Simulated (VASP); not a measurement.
# LaB2Rh2C with r2SCAN: from relaxation to properties

Aim: relax LaB2Rh2C, then compute properties on the relaxed cell. The steps: full relaxation (r2SCAN), second relaxation, density, ELF and potential (r2SCAN), band structure (r2SCAN), density of states (r2SCAN) and vibrations at Γ (r2SCAN). The start is a computed cell from the Materials Project.

Method: r2SCAN; plane waves and PAW (La, B, Rh_pv, C), in VASP 6.6.1.

This is a report of a sequence of runs, with most program output left out.

**1. Set-up**

Before any relaxation, the start is as follows. Symmetry: I4/mmm, No. 139, tetragonal system. Conventional cell: a = 3.904 Å, b = 3.904 Å, c = 10.360 Å, α = 90.00°, β = 90.00°, γ = 90.00°. Nearest to La lie 4 C at 2.76 Å and 10 B at 3.14 to 3.68 Å and 8 Rh at 3.24 Å. Nearest to B lie 1 C at 1.50 Å and 4 Rh at 2.23 Å and 5 B at 3.00 to 3.52 Å and 5 La at 3.14 to 3.68 Å. Nearest to Rh lie 4 B at 2.23 Å. C has 2 B at 1.50 Å and 4 La at 2.76 Å nearest. Farther neighbours are not listed.

Structure file:

```xyz
6
Lattice="0.0000 -3.9045 0.0000 -3.9045 0.0000 0.0000 1.9522 -1.9522 -5.1799" Properties=species:S:1:pos:R:3 pbc="T T T"
La    0.0000    0.0000    0.0000
B    -1.9522   -1.9522   -1.5019
B     0.0000   -3.9045   -3.6780
Rh    0.0000   -1.9522   -2.5899
Rh   -1.9522   -3.9045   -2.5899
C    -1.9522   -1.9522    0.0000
```

**2. Full relaxation (r2SCAN)**

Properties are meant for the cell that this level of theory prefers, so cell and atoms are relaxed first (ISIF = 3) until forces and stress are small; EDIFFG sets the threshold. r2SCAN adds the kinetic-energy density, costs more than a GGA and is run with LASPH.

File INCAR:

```
SYSTEM = LaB2Rh2C
PREC = Accurate
ENCUT = 520
EDIFF = 1E-06
NELM = 100
ISMEAR = 0
SIGMA = 0.05
LREAL = .FALSE.
ALGO = Normal
METAGGA = R2SCAN
LASPH = .TRUE.
NBANDS = 31
LORBIT = 11
LWAVE = .FALSE.
LCHARG = .FALSE.
KPAR = 4
IBRION = 2
NSW = 60
ISIF = 3
EDIFFG = -0.01
```

File POSCAR:

```
LaB2Rh2C
1.0
    0.0000000000     -3.9044740000      0.0000000000
   -3.9044740000      0.0000000000      0.0000000000
    1.9522370000     -1.9522370000     -5.1798780000
La B Rh C
1 2 2 1
Direct
    0.0000000000      0.0000000000      0.0000000000
    0.3550290000      0.6449710000      0.2899420000
    0.6449710000      0.3550290000      0.7100580000
    0.2500000000      0.2500000000      0.5000000000
    0.7500000000      0.7500000000      0.5000000000
    0.5000000000      0.5000000000      0.0000000000
```

File KPOINTS:

```
Automatic mesh
0
Gamma
6 6 6
0 0 0
```

The projector-augmented-wave data sets are La, B, Rh_pv and C (PBE family, release 64).

Command:

```bash
> mpirun -np 4 vasp_std
```

Elapsed: 4.1 min, on 4 MPI ranks of Intel Xeon 6975P-C (Granite Rapids), shared host; peak memory 1.1 GiB.

This run has no spin polarisation. Its electron count is odd, so without a moment it is a metal by construction. The k-mesh is coarse for a metal. The PAW data sets were made with PBE, which is usual practice but a small mismatch for other functionals. The run keeps the 16 symmetry operations of its start, so it cannot find a distortion of lower symmetry.

Step by step:

| step | energy less that of the first step (eV) | largest force (eV/Å) | pressure (GPa) | volume (Å³) |
| --- | --- | --- | --- | --- |
| 1 | 0.0000 | 0.1591 | -2.65 | 78.97 |
| 2 | 0.0034 | 0.0811 | 3.61 | 76.50 |
| 3 | -0.0104 | 0.1256 | 0.12 | 77.80 |
| 4 | -0.0108 | 0.0455 | -0.04 | 77.82 |
| 5 | -0.0109 | 0.0059 | 0.06 | 77.82 |
| 6 | -0.0110 | 0.0017 | -0.09 | 77.86 |
| 7 | -0.0111 | 0.0004 | -0.16 | 77.88 |
| 8 | -0.0111 | 0.0103 | 0.06 | 77.81 |
| 9 | -0.0111 | 0.0069 | -0.03 | 77.83 |

| conventional cell, symmetrised | before | after | change |
| --- | --- | --- | --- |
| a (Å) | 3.904 | 3.888 | -0.4 % |
| b (Å) | 3.904 | 3.888 | -0.4 % |
| c (Å) | 10.360 | 10.300 | -0.6 % |
| volume (Å³/atom) | 13.16 | 12.97 | -1.4 % |

The relaxed structure:

```xyz
6
Lattice="0.0000 -3.8876 0.0000 -3.8876 0.0000 0.0000 1.9438 -1.9438 -5.1500" Properties=species:S:1:pos:R:3 pbc="T T T"
La    0.0000    0.0000    0.0000
B    -1.9438   -1.9438   -1.5022
B     0.0000   -3.8876   -3.6478
Rh    0.0000   -1.9438   -2.5750
Rh   -1.9438   -3.8876   -2.5750
C    -1.9438   -1.9438    0.0000
```

This step gave:

```yaml
electrons: 51
bands: 31
irreducible_k_points: 30
symmetry_operations: 16
free_energy_toten: -106.6773 eV
energy_at_zero_smearing: -106.6762 eV
fermi_energy: 9.320 eV
pressure: -0.03187 GPa
metallic: yes
scf_cycles_over_all_ionic_steps: 70
```

It ends with a largest force of 0.007 eV/Å and a pressure of -0.03 GPa.

**3. Second relaxation**

A relaxation keeps the plane waves of the cell it began with, so it is repeated from the new cell, on a basis made for it.

INCAR is that of step 2.

File POSCAR:

```
LaB2Rh2C
1.0
    0.0000000000     -3.8875729344      0.0000000000
   -3.8875729344      0.0000000000      0.0000000000
    1.9437864672     -1.9437864672     -5.1500078311
La B Rh C
1 2 2 1
Direct
    0.0000000000      0.0000000000      0.0000000000
    0.3541546280      0.6458453720      0.2916907439
    0.6458453720      0.3541546280      0.7083092561
    0.2500000000      0.2500000000      0.5000000000
    0.7500000000      0.7500000000      0.5000000000
    0.5000000000      0.5000000000      0.0000000000
```

KPOINTS is that of step 2.

Command:

```bash
> mpirun -np 4 vasp_std
```

Elapsed: 57 s, on 4 MPI ranks; peak memory 1 GiB; 3 min of CPU time.

Little changed from the start: no atom moved by 0.005 Å and no cell edge by 0.1 %.

This step gave:

* free energy (TOTEN): -106.6766 eV
* energy at zero smearing: -106.6756 eV
* pressure: 0.01061 GPa
* SCF cycles over all ionic steps: 15

It ends with a largest force of 0.007 eV/Å and a pressure of 0.01 GPa. The volume moved by under 0.01 %: the run met its threshold at the first step.

**4. Density, ELF and potential (r2SCAN)**

The relaxed cell gets a fresh self-consistent run, on a basis set for its own volume, to fix the density and to check the remaining stress.

INCAR: that of step 3 with these lines changed.

```diff
@@ -14,7 +14,5 @@
 LWAVE = .FALSE.
-LCHARG = .FALSE.
-KPAR = 4
-IBRION = 2
-NSW = 60
-ISIF = 3
-EDIFFG = -0.01
+LCHARG = .TRUE.
+ISIF = 2
+LELF = .TRUE.
+LVHAR = .TRUE.
```

POSCAR is that of step 3.

KPOINTS is that of step 3.

Command:

```bash
> mpirun -np 4 vasp_std
```

Elapsed: 56 s, on 4 MPI ranks; peak memory 0.68 GiB; 2.9 min of CPU time.

This step gave:

| Quantity | Value |
| --- | --- |
| electronic steps | 15 |
| bands | 32 |
| pressure | -0.001528 GPa |

Valence electrons inside each PAW sphere by angular momentum. Sphere charges, by row:

| atom | s (e) | p (e) | d (e) | f (e) | tot (e) |
| --- | --- | --- | --- | --- | --- |
| La1 | 1.994 | 5.703 | 0.684 | 0.164 | 8.546 |
| B2 | 0.703 | 1.172 | 0 | 0 | 1.875 |
| B3 | 0.703 | 1.172 | 0 | 0 | 1.875 |
| Rh4 | 0.437 | 6.29 | 7.296 | 0 | 14.02 |
| Rh5 | 0.437 | 6.29 | 7.296 | 0 | 14.02 |
| C6 | 0.898 | 1.626 | 0 | 0 | 2.524 |

Electrostatic potential energy in the ac plane of the conventional cell at fractional y = 0.000, with atoms of La and B and Rh and C within 0.2 Å of it. With pseudopotentials it is smooth inside the atoms' cores, unlike the true potential.

Ten even steps from '_' (-75 eV) to '@' (2 eV), each cell a mean:
```
____..**%%@@@@@@@@@@##==____
::--**%%@@@@@@@@@@@@%%##++--
%%%%%%@@@@@@@@@@@@@@@@@@%%%%
@@@@@@@@@@%%%%##%%@@@@@@@@@@
@@@@@@@@##++----==**%%@@@@@@
@@@@@@%%++::____..--##@@@@@@
%%@@@@%%**--....::==##@@@@%%
##**##@@%%**++++++##@@%%****
@@****@@@@@@@@@@@@@@@@%%**%%
****%%@@@@@@@@@@@@@@@@@@##**
++##@@@@@@@@@@@@@@@@@@@@%%**
##==##@@@@@@@@@@@@@@@@%%++++
++==##@@@@@@@@@@@@@@@@@@**==
**%%@@@@@@@@@@@@@@@@@@@@%%##
##**##@@@@@@@@@@@@@@@@@@****
@@****@@@@%%%%##%%@@@@%%**%%
**##%%@@##++----==**%%@@##**
@@@@@@%%++::____..--##@@@@@@
@@@@@@%%**--....::==##@@@@@@
@@@@@@@@%%**++++++##@@@@@@@@
@@@@@@@@@@@@@@@@@@@@@@@@@@@@
**##%%%%@@@@@@@@@@@@@@%%##**
__..==##%%@@@@@@@@@@%%**--..
____..++%%@@@@@@@@@@##--____
```
Columns run along a (3.9 Å; values clipped at the 3rd and 97th percentile), rows up along c (10.3 Å), edges of the conventional cell, whose origin can differ from the input's. Atoms in or near the plane, at fractional coordinates: La at (0.00, 0.00), B at (0.00, 0.35), B at (0.00, 0.65), Rh at (0.50, 0.25), Rh at (0.50, 0.75), C at (0.00, 0.50).

Valence density in the ac plane of the conventional cell at fractional y = 0.000, with atoms of La and B and Rh and C within 0.2 Å of it. It is the smooth field of the valence electrons, not physical close to the nuclei.

Ten steps, logarithmic in the rise over the least value, from '_' (0.1 e/Å³) to '@' (9.1 e/Å³), each cell a mean:
```
==++**++--..______..==++**++
**++++--..________..::==++**
----::................::::--
........::--==++==--::......
......::++##%%%%%%**==::....
::::::==**%%@@@@@@%%++--::::
------==**%%@@@@@@##++------
======--==**####**++==--====
--==----::--------::----==--
++====::............::--==++
**++==--..________..::--++**
****++--::________..::==++**
****++--::________..::==++**
**++==--..________..::--==++
====--::::..........::--====
--====----====++==------==--
========++##%%%%%%**==--====
------==**%%@@@@@@%%++------
....::--**%%@@@@@@##++--::..
__....::==++####**++--......
........::::------::........
====--::..............::====
****++==::________..--++****
__++**++--..______::==****==
```
Columns run along a (3.9 Å), rows up along c (10.3 Å), edges of the conventional cell, whose origin can differ from the input's. Atoms in or near the plane, at fractional coordinates: La at (0.00, 0.00), B at (0.00, 0.35), B at (0.00, 0.65), Rh at (0.50, 0.25), Rh at (0.50, 0.75), C at (0.00, 0.50).

ELF in the ac plane of the conventional cell at fractional y = 0.000, with atoms of La and B and Rh and C within 0.2 Å of it. It is the smooth field of the valence electrons, not physical close to the nuclei.

Values, 24 rows by 14 columns, each cell a mean:
```
0.55 0.72 0.85 0.79 0.43 0.12 0.05 0.05 0.06 0.20 0.62 0.84 0.82 0.64
0.84 0.83 0.77 0.52 0.20 0.09 0.09 0.10 0.08 0.10 0.32 0.65 0.81 0.84
0.50 0.43 0.30 0.16 0.14 0.19 0.23 0.24 0.22 0.17 0.13 0.20 0.35 0.48
0.12 0.12 0.14 0.18 0.24 0.31 0.35 0.36 0.33 0.28 0.22 0.16 0.12 0.11
0.19 0.19 0.20 0.22 0.32 0.39 0.38 0.36 0.40 0.38 0.27 0.20 0.20 0.19
0.40 0.36 0.28 0.26 0.37 0.34 0.12 0.05 0.21 0.39 0.32 0.25 0.32 0.39
0.60 0.59 0.49 0.35 0.38 0.38 0.22 0.15 0.28 0.40 0.36 0.41 0.54 0.60
0.31 0.47 0.62 0.51 0.37 0.37 0.41 0.41 0.39 0.37 0.41 0.57 0.57 0.38
0.10 0.23 0.45 0.49 0.35 0.28 0.30 0.31 0.29 0.29 0.41 0.51 0.38 0.16
0.69 0.68 0.62 0.47 0.29 0.20 0.19 0.19 0.19 0.23 0.37 0.55 0.66 0.69
0.81 0.82 0.78 0.63 0.38 0.18 0.09 0.08 0.12 0.25 0.50 0.70 0.80 0.81
0.19 0.45 0.70 0.71 0.50 0.23 0.07 0.05 0.12 0.33 0.61 0.73 0.62 0.31
0.46 0.62 0.74 0.69 0.46 0.21 0.07 0.05 0.11 0.30 0.58 0.73 0.71 0.54
0.86 0.84 0.75 0.57 0.33 0.18 0.12 0.11 0.13 0.22 0.43 0.65 0.79 0.86
0.43 0.48 0.53 0.46 0.31 0.24 0.24 0.24 0.23 0.25 0.37 0.50 0.50 0.44
0.09 0.26 0.51 0.52 0.36 0.32 0.34 0.36 0.33 0.32 0.42 0.56 0.42 0.16
0.49 0.57 0.60 0.46 0.38 0.40 0.37 0.36 0.40 0.39 0.38 0.53 0.63 0.54
0.55 0.51 0.40 0.31 0.39 0.34 0.12 0.05 0.21 0.39 0.34 0.32 0.45 0.54
0.31 0.29 0.24 0.24 0.36 0.38 0.22 0.15 0.28 0.39 0.30 0.22 0.25 0.30
0.14 0.15 0.18 0.21 0.29 0.37 0.41 0.41 0.40 0.34 0.25 0.19 0.16 0.14
0.19 0.16 0.13 0.15 0.21 0.27 0.30 0.31 0.29 0.25 0.18 0.14 0.15 0.18
0.72 0.66 0.50 0.25 0.12 0.13 0.18 0.19 0.16 0.12 0.16 0.36 0.57 0.69
0.79 0.83 0.84 0.67 0.29 0.09 0.06 0.07 0.07 0.14 0.46 0.77 0.84 0.81
0.35 0.62 0.83 0.82 0.49 0.14 0.05 0.04 0.06 0.24 0.68 0.85 0.77 0.49
```
Columns run along a (3.9 Å), rows up along c (10.3 Å), edges of the conventional cell, whose origin can differ from the input's. Atoms in or near the plane, at fractional coordinates: La at (0.00, 0.00), B at (0.00, 0.35), B at (0.00, 0.65), Rh at (0.50, 0.25), Rh at (0.50, 0.75), C at (0.00, 0.50).

In this run the pressure is 0.00 GPa, small enough to go on.

**5. Band structure (r2SCAN)**

Levels along the symmetry lines show where the bands peak and cross; KPOINTS_OPT computes them in the converged potential.

INCAR: that of step 4 with these lines changed.

```diff
@@ -11,8 +11,6 @@
 LASPH = .TRUE.
-NBANDS = 31
+NBANDS = 41
 LORBIT = 11
 LWAVE = .FALSE.
-LCHARG = .TRUE.
-ISIF = 2
-LELF = .TRUE.
-LVHAR = .TRUE.
+LCHARG = .FALSE.
+KPAR = 4
```

POSCAR is that of step 4.

KPOINTS is that of step 4.

File KPOINTS_OPT:

```
Line mode
16
Line-mode
Reciprocal
  0.00000000   0.00000000   0.00000000 GAMMA
 -0.50000000  -0.50000000   0.00000000 X

 -0.50000000  -0.50000000   0.00000000 X
 -0.42877190  -0.57122810   0.07122810 Y

 -0.42877190  -0.57122810   0.07122810 Y
  0.00000000  -0.57122810   0.28561405 S

  0.00000000  -0.57122810   0.28561405 S
  0.00000000   0.00000000   0.00000000 GAMMA

  0.00000000   0.00000000   0.00000000 GAMMA
  0.00000000   0.00000000  -0.50000000 Z

  0.00000000   0.00000000  -0.50000000 Z
  0.00000000  -0.42877190  -0.28561405 S1

  0.00000000  -0.42877190  -0.28561405 S1
  0.00000000  -0.50000000   0.00000000 N

  0.00000000  -0.50000000   0.00000000 N
 -0.50000000  -0.50000000  -0.25000000 P

 -0.50000000  -0.50000000  -0.25000000 P
 -0.42877190  -0.42877190  -0.50000000 Y1

 -0.42877190  -0.42877190  -0.50000000 Y1
  0.00000000   0.00000000  -0.50000000 Z

 -0.50000000  -0.50000000   0.00000000 X
 -0.50000000  -0.50000000  -0.25000000 P
```

Command:

```bash
> mpirun -np 4 vasp_std
```

Elapsed: 4 min, on 4 MPI ranks; peak memory 1.3 GiB; 13 min of CPU time.

Spin-orbit coupling is off here; with elements this heavy it splits and shifts levels by tenths of an eV or more. The cell is typed on its shortest vectors, so the axes of tensors and the coordinates of k-points follow the printed cell and not the standard setting.

This step gave:

```
bands    : 41
pressure : -0.02061 GPa
```

The electronic bands at the labelled points (eV, zero at the Fermi level; # counts the bands kept):

| point | #12 | #13 | #14 | #15 | #16 | #17 | #18 | #19 |
| --- | --- | --- | --- | --- | --- | --- | --- | --- |
| Γ | -0.65 | -0.04 | 0.10 | 0.10 | 0.33 | 1.43 | 2.91 | 3.55 |
| 0.47 of the way | -0.98 | -0.89 | -0.68 | 0.21 | 1.67 | 1.97 | 2.48 | 3.57 |
| X | -1.02 | -0.63 | -0.62 | -0.61 | 0.20 | 2.08 | 2.95 | 3.02 |
| 0.47 of the way | -0.98 | -0.91 | -0.64 | -0.30 | 0.20 | 2.11 | 2.94 | 3.02 |
| Y | -1.19 | -0.82 | -0.66 | 0.09 | 0.22 | 2.21 | 2.91 | 3.02 |
| 0.53 of the way | -1.47 | -1.03 | -0.57 | -0.11 | 1.45 | 2.87 | 2.93 | 3.31 |
| S | -1.70 | -1.50 | -1.03 | -0.42 | 2.15 | 3.02 | 3.16 | 3.24 |
| 0.53 of the way | -1.19 | -0.92 | -0.67 | -0.63 | 1.94 | 2.14 | 2.56 | 3.62 |
| Γ | -0.65 | -0.04 | 0.10 | 0.10 | 0.33 | 1.43 | 2.91 | 3.55 |
| 0.53 of the way | -0.43 | -0.04 | 1.38 | 1.38 | 1.43 | 1.45 | 1.45 | 3.41 |
| Z | -0.23 | -0.23 | -0.04 | 1.43 | 2.26 | 2.48 | 2.48 | 3.12 |
| 0.53 of the way | -0.71 | -0.61 | -0.01 | 1.00 | 1.53 | 2.64 | 2.71 | 3.30 |
| S1 | -1.70 | -1.50 | -1.03 | -0.42 | 2.15 | 3.02 | 3.16 | 3.24 |
| 0.47 of the way | -1.83 | -1.61 | -1.17 | -0.57 | 2.27 | 3.11 | 3.15 | 3.28 |
| N | -1.90 | -1.69 | -1.28 | -0.65 | 2.45 | 3.11 | 3.19 | 3.29 |
| 0.53 of the way | -1.15 | -1.03 | -0.65 | -0.54 | 1.64 | 1.75 | 3.26 | 3.33 |
| P | -1.02 | -1.02 | -0.63 | -0.62 | 1.36 | 1.36 | 3.00 | 3.00 |
| 0.47 of the way | -0.99 | -0.99 | -0.64 | -0.50 | 0.73 | 1.88 | 2.98 | 3.02 |
| Y1 | -1.19 | -0.82 | -0.66 | 0.09 | 0.22 | 2.21 | 2.91 | 3.02 |
| 0.53 of the way | -0.87 | -0.71 | 0.25 | 1.39 | 1.74 | 2.40 | 2.81 | 2.98 |
| Z | -0.23 | -0.23 | -0.04 | 1.43 | 2.26 | 2.48 | 2.48 | 3.12 |
| jump to X | -1.02 | -0.63 | -0.62 | -0.61 | 0.20 | 2.08 | 2.95 | 3.02 |
| 0.53 of the way | -1.04 | -0.86 | -0.63 | -0.62 | 0.70 | 1.87 | 2.97 | 3.01 |
| P | -1.02 | -1.02 | -0.63 | -0.62 | 1.36 | 1.36 | 3.00 | 3.00 |

Of the projections kept (La, B, Rh, C), the largest for each band there; the rest of the weight can lie on other orbitals:

| point | #12 | #13 | #14 | #15 | #16 | #17 | #18 | #19 |
| --- | --- | --- | --- | --- | --- | --- | --- | --- |
| Γ | C 0.42 | Rh 1.00 | Rh 0.61 | Rh 0.61 | La 0.92 | Rh 1.00 | Rh 0.41 | La 0.91 |
| X | Rh 0.69 | Rh 0.99 | Rh 0.99 | Rh 0.55 | Rh 0.64 | Rh 0.87 | La 0.87 | La 0.50 |
| Y | Rh 0.90 | Rh 0.72 | Rh 0.99 | Rh 0.74 | Rh 0.65 | Rh 0.82 | La 0.84 | La 0.51 |
| S | Rh 0.98 | Rh 0.84 | Rh 0.72 | Rh 0.67 | La 0.55 | La 0.57 | La 0.76 | La 0.97 |
| Γ | C 0.42 | Rh 1.00 | Rh 0.61 | Rh 0.61 | La 0.92 | Rh 1.00 | Rh 0.41 | La 0.91 |
| Z | Rh 0.81 | Rh 0.81 | Rh 1.00 | Rh 1.00 | Rh 0.56 | La 0.62 | La 0.62 | La 0.98 |

There is no gap at this level.

**6. Density of states (r2SCAN)**

Here the states are counted by energy and projected on the atoms. The mesh is finer than in the run before.

INCAR: that of step 5 with these lines changed.

```diff
@@ -5,3 +5,3 @@
 NELM = 100
-ISMEAR = 0
+ISMEAR = -5
 SIGMA = 0.05
@@ -16 +16,2 @@
 KPAR = 4
+NEDOS = 2001
```

POSCAR is that of step 5.

File KPOINTS:

```
Automatic mesh
0
Gamma
9 9 9
0 0 0
```

Command:

```bash
> mpirun -np 4 vasp_std
```

It took 2.8 min on 4 MPI ranks; peak memory 1.5 GiB; 8.8 min of CPU time.

With tetrahedra the forces and stress of a metal are not exact derivatives of the energy.

This step gave:

```
electronic steps       : 17
irreducible k points   : 75
free energy (TOTEN)    : -106.6805 eV
Fermi energy           : 9.346 eV
pressure               : 0.01947 GPa
DOS at the Fermi level : 2.111 states/eV/cell
```

(Continued in part 2 of 2.)

[Lines on the potential files, build, host, timing and source positions are cut from VASP's logs without a mark.]

[Logs are printed without paths, hosts, clocks, repeated set-up lines and the standing remarks that a program may print on its own settings, such as how far it seeks lower states.]

[Hosts, paths, dates, database ids (printed as entryN), source tags and the programs' standing remarks are cut or masked in the printed files.]

[A measured line is paired with the nearest computed mode of its activity, which favours agreement.]
